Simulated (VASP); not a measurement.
Input:

```
CELL_PARAMETERS angstrom
      0.00000     1.93459     1.93459
      1.93459     0.00000     1.93459
      1.93459     1.93459     0.00000
ATOMIC_POSITIONS crystal
  Pd 0.00000 0.00000 0.00000
```

Level of theory: PBEsol GGA, VASP's PBE PAW potentials (set 64) (plane waves; VASP 6.6.1). Numerical set-up: 400 eV cut-off, Gaussian smearing of 0.050 eV, potentials Pd.

### Question
Predict the band gap (along the path) with the smallest direct gap where there is one.

### Answer

```json
{
  "band gap (along the path)": "none (metal, semimetal or under 0.01 eV)"
}
```

Total energies compare only between runs with the same potentials, cut-off and functional.

The structure comes from a measured Pd entry (Fm-3m) of the Crystallography Open Database, whose conditions weren't checked. It was relaxed first.
